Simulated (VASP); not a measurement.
# AlV2C: magnetic orders, part 4 of 5

Wanted: the lowest of several collinear orders of AlV2C. The start is a computed cell from the Materials Project.

VASP 6.6.1, plane waves and PAW; the level of theory is named at each step.

Still holding for the runs below: The k-mesh is coarse for a metal.

So far, largest spin moment in the PAW sphere (μB): step 2 (magnetic order, start order fm, signs ++++) 0.847; step 3 (magnetic order, start order AFM 1, signs ++--) 1.15; step 4 (magnetic order, start order AFM 2, signs +--+) 1.78; step 5 (magnetic order, start order AFM 3, signs +-+-) 1.81; step 6 (magnetic order, start order ferri 4, signs +++-) 1.86.

**8. No spin polarisation**

This step: PBEsol, DFT+U (V d 5 eV), no spin polarisation; plane waves and PAW (V, Al, C) (VASP 6.6.1).

A run without spin shows what magnetism as such gains.

INCAR reads:

```
SYSTEM = AlV2C
PREC = Normal
ENCUT = 480
EDIFF = 1E-06
NELM = 150
ISMEAR = 0
SIGMA = 0.05
LREAL = .FALSE.
ALGO = Normal
GGA = PS
NBANDS = 25
LDAU = .TRUE.
LDAUTYPE = 2
LDAUL = 2 -1 -1
LDAUU = 5 0 0
LDAUJ = 0 0 0
LDAUPRINT = 1
LASPH = .TRUE.
LMAXMIX = 4
LORBIT = 11
LWAVE = .FALSE.
LCHARG = .FALSE.
AMIX = 0.2
BMIX = 1E-04
AMIX_MAG = 0.8
BMIX_MAG = 1E-04
```

POSCAR reads:

```
AlV2C
1.0
    2.8875990726      0.0000000000      0.0000000000
   -1.4437995363      2.5007341528      0.0000000000
    0.0000000000      0.0000000000     13.1048231100
V Al C
4 2 2
Direct
    0.3333333333      0.6666666667      0.9136157800
    0.6666666667      0.3333333333      0.0863842200
    0.6666666667      0.3333333333      0.4136157800
    0.3333333333      0.6666666667      0.5863842200
    0.6666666667      0.3333333333      0.7500000000
    0.3333333333      0.6666666667      0.2500000000
    0.0000000000      0.0000000000      0.5000000000
    0.0000000000      0.0000000000      0.0000000000
```

KPOINTS reads:

```
Automatic mesh
0
Gamma
7 7 2
0 0 0
```

Potentials, in the order of the species: V, Al and C (PBE family, release 64).

Command:

```
> mpirun -np 1 vasp_std
```

Log:

```text
[... set-up lines as in an earlier step ...]
 entering main loop
       N       E                     dE             d eps       ncg     rms          rms(c)
DAV:   1     0.243192578856E+03    0.24319E+03   -0.11542E+04   800   0.136E+03
DAV:   2    -0.594715943055E+01   -0.24914E+03   -0.23662E+03   800   0.315E+02
DAV:   3    -0.618925928504E+02   -0.55945E+02   -0.53743E+02  1367   0.145E+02
DAV:   4    -0.658282716074E+02   -0.39357E+01   -0.39055E+01  1336   0.479E+01
DAV:   5    -0.659286886268E+02   -0.10042E+00   -0.10031E+00  1335   0.825E+00    0.456E+01
DAV:   6    -0.485773494558E+02    0.17351E+02   -0.54158E+01  1265   0.732E+01    0.166E+01
DAV:   7    -0.472881636731E+02    0.12892E+01   -0.18377E+01  1344   0.362E+01    0.510E+00
DAV:   8    -0.471697537042E+02    0.11841E+00   -0.93670E-01  1287   0.941E+00    0.450E+00
DAV:   9    -0.473287822596E+02   -0.15903E+00   -0.17877E+00  1331   0.835E+00    0.191E+00
DAV:  10    -0.472709863860E+02    0.57796E-01   -0.32161E-01  1248   0.527E+00    0.101E+00
DAV:  11    -0.473275872095E+02   -0.56601E-01   -0.82868E-02  1335   0.207E+00    0.738E-01
DAV:  12    -0.473859977793E+02   -0.58411E-01   -0.18331E-01  1310   0.275E+00    0.492E-01
DAV:  13    -0.473866767920E+02   -0.67901E-03   -0.27372E-02  1171   0.126E+00    0.227E-01
DAV:  14    -0.473917513160E+02   -0.50745E-02   -0.19958E-02  1356   0.101E+00    0.159E-01
DAV:  15    -0.473926037165E+02   -0.85240E-03   -0.32370E-03  1285   0.473E-01    0.152E-01
DAV:  16    -0.473926766000E+02   -0.72884E-04   -0.11060E-04  1187   0.922E-02    0.152E-01
DAV:  17    -0.473933414674E+02   -0.66487E-03   -0.11488E-03  1333   0.188E-01    0.925E-02
DAV:  18    -0.473947894558E+02   -0.14480E-02   -0.50488E-03  1331   0.428E-01    0.146E-01
DAV:  19    -0.473947416616E+02    0.47794E-04   -0.32645E-03  1323   0.381E-01    0.529E-02
DAV:  20    -0.473949670676E+02   -0.22541E-03   -0.39567E-04  1285   0.138E-01    0.587E-02
DAV:  21    -0.473951378381E+02   -0.17077E-03   -0.42969E-04  1310   0.154E-01    0.733E-02
DAV:  22    -0.473951001493E+02    0.37689E-04   -0.63596E-04  1345   0.166E-01    0.299E-02
DAV:  23    -0.473951206992E+02   -0.20550E-04   -0.83856E-05  1292   0.701E-02    0.244E-02
DAV:  24    -0.473951345673E+02   -0.13868E-04   -0.92492E-05  1272   0.628E-02    0.231E-02
DAV:  25    -0.473951135169E+02    0.21050E-04   -0.30870E-04  1359   0.123E-01    0.113E-02
DAV:  26    -0.473951257031E+02   -0.12186E-04   -0.50073E-05  1326   0.610E-02    0.852E-03
DAV:  27    -0.473951251699E+02    0.53319E-06   -0.30660E-06   911   0.155E-02
   1 F= -.47395125E+02 E0= -.47390342E+02  d E =-.956600E-02
```

Run time: 59 s. Hardware: 1 MPI rank of Intel Xeon Platinum 8488C (Sapphire Rapids), shared host; peak memory 0.17 GiB.

From OUTCAR (step 8):

```text
   k-points           NKPTS =     16   k-points in BZ     NKDIM =     16   number of bands    NBANDS=     25

   NELECT =      34.0000    total number of electrons

atom =   1  type =  1  l = 2

 onsite density matrix

spin component  1

  0.3468 -0.0000 -0.0000  0.1247 -0.0000
 -0.0000  0.4293 -0.0000  0.0000  0.1247
 -0.0000 -0.0000  0.2910 -0.0000 -0.0000
  0.1247  0.0000 -0.0000  0.4293  0.0000
 -0.0000  0.1247 -0.0000  0.0000  0.3468

spin component  2

 occupancies and eigenvectors

  o =  0.2567  v =  0.0000 -0.5857  0.0000 -0.0000  0.8105  0.0000  0.0000  0.0000  0.0000  0.0000      0.0000  0.0000  0.0000  0.0000  0.0000  0.0000  0.0000  0.0000  0.0000  0.0000
  o =  0.2567  v =  0.0000  0.0000  0.0000  0.0000  0.0000  0.0000 -0.5857  0.0000 -0.0000  0.8105      0.0000  0.0000  0.0000  0.0000  0.0000  0.0000  0.0000  0.0000  0.0000  0.0000
  o =  0.2567  v =  0.0000  0.0000  0.0000  0.0000  0.0000  0.8105  0.0000 -0.0000 -0.5857 -0.0000      0.0000  0.0000  0.0000  0.0000  0.0000  0.0000  0.0000  0.0000  0.0000  0.0000
  o =  0.2567  v =  0.8105  0.0000 -0.0000 -0.5857 -0.0000  0.0000  0.0000  0.0000  0.0000  0.0000      0.0000  0.0000  0.0000  0.0000  0.0000  0.0000  0.0000  0.0000  0.0000  0.0000
  o =  0.2910  v = -0.0000  0.0000  1.0000  0.0000 -0.0000  0.0000  0.0000  0.0000  0.0000  0.0000      0.0000  0.0000  0.0000  0.0000  0.0000  0.0000  0.0000  0.0000  0.0000  0.0000
  o =  0.2910  v =  0.0000  0.0000  0.0000  0.0000  0.0000 -0.0000  0.0000  1.0000  0.0000 -0.0000      0.0000  0.0000  0.0000  0.0000  0.0000  0.0000  0.0000  0.0000  0.0000  0.0000
  o =  0.5194  v =  0.0000  0.8105 -0.0000  0.0000  0.5857  0.0000  0.0000  0.0000  0.0000  0.0000      0.0000  0.0000  0.0000  0.0000  0.0000  0.0000  0.0000  0.0000  0.0000  0.0000
  o =  0.5194  v =  0.0000  0.0000  0.0000  0.0000  0.0000  0.0000  0.8105 -0.0000  0.0000  0.5857      0.0000  0.0000  0.0000  0.0000  0.0000  0.0000  0.0000  0.0000  0.0000  0.0000
  o =  0.5194  v = -0.5857  0.0000 -0.0000 -0.8105  0.0000  0.0000  0.0000  0.0000  0.0000  0.0000      0.0000  0.0000  0.0000  0.0000  0.0000  0.0000  0.0000  0.0000  0.0000  0.0000
  o =  0.5194  v =  0.0000  0.0000  0.0000  0.0000  0.0000 -0.5857  0.0000 -0.0000 -0.8105  0.0000      0.0000  0.0000  0.0000  0.0000  0.0000  0.0000  0.0000  0.0000  0.0000  0.0000

atom =   2  type =  1  l = 2

 onsite density matrix

spin component  1

spin component  2

 occupancies and eigenvectors

  o =  0.2567  v = -0.0001  0.5857 -0.0000  0.0000 -0.8105  0.0000  0.0000  0.0000  0.0000  0.0000      0.0000  0.0000  0.0000  0.0000  0.0000  0.0000  0.0000  0.0000  0.0000  0.0000
  o =  0.2567  v =  0.0000  0.0000  0.0000  0.0000  0.0000 -0.0001  0.5857 -0.0000  0.0000 -0.8105      0.0000  0.0000  0.0000  0.0000  0.0000  0.0000  0.0000  0.0000  0.0000  0.0000
  o =  0.2567  v =  0.0000  0.0000  0.0000  0.0000  0.0000  0.8105  0.0000 -0.0000 -0.5857 -0.0001      0.0000  0.0000  0.0000  0.0000  0.0000  0.0000  0.0000  0.0000  0.0000  0.0000
  o =  0.2567  v =  0.8105  0.0000 -0.0000 -0.5857 -0.0001  0.0000  0.0000  0.0000  0.0000  0.0000      0.0000  0.0000  0.0000  0.0000  0.0000  0.0000  0.0000  0.0000  0.0000  0.0000
  o =  0.2910  v =  0.0000 -0.0000 -1.0000 -0.0000  0.0000  0.0000  0.0000  0.0000  0.0000  0.0000      0.0000  0.0000  0.0000  0.0000  0.0000  0.0000  0.0000  0.0000  0.0000  0.0000
  o =  0.2910  v =  0.0000  0.0000  0.0000  0.0000  0.0000  0.0000 -0.0000 -1.0000 -0.0000  0.0000      0.0000  0.0000  0.0000  0.0000  0.0000  0.0000  0.0000  0.0000  0.0000  0.0000
  o =  0.5194  v =  0.0000  0.8105 -0.0000  0.0000  0.5857  0.0000  0.0000  0.0000  0.0000  0.0000      0.0000  0.0000  0.0000  0.0000  0.0000  0.0000  0.0000  0.0000  0.0000  0.0000
  o =  0.5194  v =  0.0000  0.0000  0.0000  0.0000  0.0000  0.0000  0.8105 -0.0000  0.0000  0.5857      0.0000  0.0000  0.0000  0.0000  0.0000  0.0000  0.0000  0.0000  0.0000  0.0000
[...]
o =  0.5194  v =  0.0000  0.0000  0.0000  0.0000  0.0000 -0.5857  0.0000  0.0000  0.8105  0.0000      0.0000  0.0000  0.0000  0.0000  0.0000  0.0000  0.0000  0.0000  0.0000  0.0000

atom =   4  type =  1  l = 2

 onsite density matrix

spin component  1

  0.3468  0.0000 -0.0000 -0.1247 -0.0000
  0.0000  0.4293  0.0000 -0.0000 -0.1247
 -0.0000  0.0000  0.2910 -0.0000 -0.0000
 -0.1247 -0.0000 -0.0000  0.4293 -0.0000
 -0.0000 -0.1247 -0.0000 -0.0000  0.3468

spin component  2

 occupancies and eigenvectors

  o =  0.2567  v =  0.0000  0.5857  0.0000 -0.0000  0.8105  0.0000  0.0000  0.0000  0.0000  0.0000      0.0000  0.0000  0.0000  0.0000  0.0000  0.0000  0.0000  0.0000  0.0000  0.0000
  o =  0.2567  v =  0.0000  0.0000  0.0000  0.0000  0.0000  0.0000  0.5857  0.0000 -0.0000  0.8105      0.0000  0.0000  0.0000  0.0000  0.0000  0.0000  0.0000  0.0000  0.0000  0.0000
  o =  0.2567  v =  0.0000  0.0000  0.0000  0.0000  0.0000 -0.8105  0.0000 -0.0000 -0.5857 -0.0000      0.0000  0.0000  0.0000  0.0000  0.0000  0.0000  0.0000  0.0000  0.0000  0.0000
  o =  0.2567  v = -0.8105  0.0000 -0.0000 -0.5857 -0.0000  0.0000  0.0000  0.0000  0.0000  0.0000      0.0000  0.0000  0.0000  0.0000  0.0000  0.0000  0.0000  0.0000  0.0000  0.0000
  o =  0.2910  v =  0.0000  0.0000 -1.0000  0.0000  0.0000  0.0000  0.0000  0.0000  0.0000  0.0000      0.0000  0.0000  0.0000  0.0000  0.0000  0.0000  0.0000  0.0000  0.0000  0.0000
  o =  0.2910  v =  0.0000  0.0000  0.0000  0.0000  0.0000  0.0000  0.0000 -1.0000  0.0000  0.0000      0.0000  0.0000  0.0000  0.0000  0.0000  0.0000  0.0000  0.0000  0.0000  0.0000
  o =  0.5194  v =  0.0000 -0.8105 -0.0000 -0.0000  0.5857  0.0000  0.0000  0.0000  0.0000  0.0000      0.0000  0.0000  0.0000  0.0000  0.0000  0.0000  0.0000  0.0000  0.0000  0.0000
  o =  0.5194  v =  0.0000  0.0000  0.0000  0.0000  0.0000  0.0000 -0.8105 -0.0000 -0.0000  0.5857      0.0000  0.0000  0.0000  0.0000  0.0000  0.0000  0.0000  0.0000  0.0000  0.0000
  o =  0.5194  v = -0.5857  0.0000  0.0000  0.8105  0.0000  0.0000  0.0000  0.0000  0.0000  0.0000      0.0000  0.0000  0.0000  0.0000  0.0000  0.0000  0.0000  0.0000  0.0000  0.0000
  o =  0.5194  v =  0.0000  0.0000  0.0000  0.0000  0.0000 -0.5857  0.0000  0.0000  0.8105  0.0000      0.0000  0.0000  0.0000  0.0000  0.0000  0.0000  0.0000  0.0000  0.0000  0.0000

 E-fermi :   7.6891

 k-point     1 :       0.0000    0.0000    0.0000
  band No.  band energies     occupation
    ...
     14       7.5652      1.99954
     15       7.6469      1.76820
     16       7.6469      1.76819
     17       7.6636      1.52961
     18       7.6636      1.52959
     19       8.2308      0.00000
     20       8.2308      0.00000
     21       8.2656      0.00000
     22       8.2656      0.00000
     23       9.5927      0.00000
    ...

 k-point     2 :       0.1429   -0.0000    0.0000
  band No.  band energies     occupation
    ...
     11       5.1693      2.00000
     12       5.6716      2.00000
     13       6.9824      2.00000
     14       7.2067      2.00000
     15       7.2788      2.00000
     16       7.7626      0.03786
     17       7.7746      0.01560
     18       7.8111      0.00056
     19       7.8574      0.00000
     20       8.2957      0.00000
    ...

  Total        3.1343726      3.1343726      2.6089639      0.0000000      0.0000000      0.0000000
  in kB       53.0671331     53.0671331     44.1715934      0.0000000      0.0000000      0.0000000
  external PRESSURE =      50.1019532 kB  Pullay stress =       0.0000000 kB

 POSITION                                       TOTAL-FORCE (eV/Angst)
 -----------------------------------------------------------------------------------
     -0.00000      1.66716     11.97277         0.000000     -0.000000     -0.860838
      1.44380      0.83358      1.13205        -0.000000      0.000000      0.860838
      1.44380      0.83358      5.42036        -0.000000      0.000000     -0.860838
     -0.00000      1.66716      7.68446         0.000000     -0.000000      0.860838
      1.44380      0.83358      9.82862        -0.000000      0.000000      0.000000
     -0.00000      1.66716      3.27621        -0.000000     -0.000000      0.000000
      0.00000      0.00000      6.55241        -0.000000      0.000000      0.000000
      0.00000      0.00000      0.00000        -0.000000      0.000000      0.000000
 -----------------------------------------------------------------------------------
    total drift:                               -0.000000      0.000000     -0.000000

  FREE ENERGIE OF THE ION-ELECTRON SYSTEM (eV)
  ---------------------------------------------------
  free  energy   TOTEN  =       -47.3951251699 eV

  energy  without entropy=      -47.3855591697  energy(sigma->0) =      -47.39034217

[... 8 parts as in an earlier step ...]

[... 7 further parts left out ...]
```

This run has no spin polarisation, so a moment on V, if there is one, isn't seen. A U on the itinerant d states of such a compound is hard to justify; it moves the bands at the Fermi level.

Numbers from this step:

```yaml
electronic_cycles: 27
free_energy_toten: -47.40 eV
energy_at_zero_smearing: -47.39 eV
fermi_energy: 7.689 eV
```

Force by atom:

| atom | x (eV/Å) | y (eV/Å) | z (eV/Å) | size |
| --- | --- | --- | --- | --- |
| V1 | 0.000 | 0.000 | -0.861 | 0.861 |
| V2 | 0.000 | 0.000 | 0.861 | 0.861 |
| V3 | 0.000 | 0.000 | -0.861 | 0.861 |
| V4 | 0.000 | 0.000 | 0.861 | 0.861 |
| Al5 | 0.000 | 0.000 | 0.000 | 0.000 |
| Al6 | 0.000 | 0.000 | 0.000 | 0.000 |
| C7 | 0.000 | 0.000 | 0.000 | 0.000 |
| C8 | 0.000 | 0.000 | 0.000 | 0.000 |

Energy at zero smearing: -47.39034 eV.

**9. Summary**

This step: collinear magnetic orders, PBEsol, DFT+U (V d 5 eV); plane waves and PAW (VASP 6.6.1).

No new run; the numbers come from the runs before.

Numbers from this step:

* mean moment in the lowest run: 1.154 μB

Orders, by row:

```csv
order,signs,energy above the lowest (meV/magnetic atom),total moment (μB),mean moment on carriers (μB),gap on the mesh (eV),"signs at the end, of the atoms given a moment"
fm,++++,55.4,2.663,0.847,0,++++
afm 1,++--,0,0,1.154,0,++--
afm 2,+--+,135.6,0,1.781,0,+--+
afm 3,+-+-,87.97,0,1.81,0,+-+-
ferri 4,+++-,72.96,2.077,1.496,0,+++-
nm,,201.2,0,0,0,-
```

(Continued in part 5 of 5.)

[Lines on the potential files, build, host, timing and source positions are cut from VASP's logs without a mark.]

[Logs are printed without paths, hosts, clocks, repeated set-up lines and the standing remarks that a program may print on its own settings, such as how far it seeks lower states.]

[Hosts, paths, dates, database ids (printed as entryN), source tags and the programs' standing remarks are cut or masked in the printed files.]

[In band tables of VASP the shares of atoms and orbitals are scaled to a sum of 1 inside the atoms' spheres.]

[Runs that stopped without an error message from VASP are left out.]
